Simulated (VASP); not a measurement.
Here is a VASP 6.6.1 calculation.

INCAR

```
  ALGO = Normal
  EDIFF = 1E-6
  EDIFFG = -0.02
  ENCUT = 600
  GGA = PS
  IBRION = 2
  ISIF = 3
  ISMEAR = -1
  LASPH = True
  LCHARG = False
  LREAL = False
  LWAVE = False
  NELM = 100
  NSW = 40
  PREC = Accurate
  PSTRESS = 0
  SIGMA = 0.05
```

KPOINTS

```
k-points
0
Gamma
  9 9 9
```

The input POSCAR:

```
SbC
1.0
    3.1146800000      0.0000000000      0.0000000000
    0.0000000000      3.1146800000      0.0000000000
    0.0000000000      0.0000000000      3.1146800000
Sb C
1 1
Direct
    0.5000000000      0.5000000000      0.5000000000
    0.0000000000      0.0000000000      0.0000000000
```

Potentials or basis: VASP PAW PBE potentials, release 64 (Sb, C).

Command:

```bash
$ cat potpaw_PBE.64/Sb/POTCAR potpaw_PBE.64/C/POTCAR > POTCAR
$ mpirun -np 1 vasp_std > vasp.out
```

Question: Predict the relaxed volume.

Answer: 14.36 Å³/atom.

Question: Estimate the space group after relaxing (to 0.05 Å).

Answer: Pm-3m (No. 221).

Question: What does it give for the relaxed cell?

Answer: a = 3.063 Å, b = 3.063 Å, c = 3.063 Å, α = 90.00°, β = 90.00°, γ = 90.00°.

Final structure:
```yaml
crystal:
  lattice:
    - [3.06261, 0.00000, 0.00000]
    - [0.00000, 3.06261, 0.00000]
    - [0.00000, 0.00000, 3.06261]
  atoms:
    - { symbol: Sb, position: [0.50000, 0.50000, 0.50000] }
    - { symbol: C, position: [0.00000, 0.00000, 0.00000] }
```

Caveat: the bands computed are all filled at some k points, so no gap is given; the PAW data sets were made with another functional, which shifts forces and pressure a little. Spin-orbit coupling is left out, which matters for the levels of Sb.
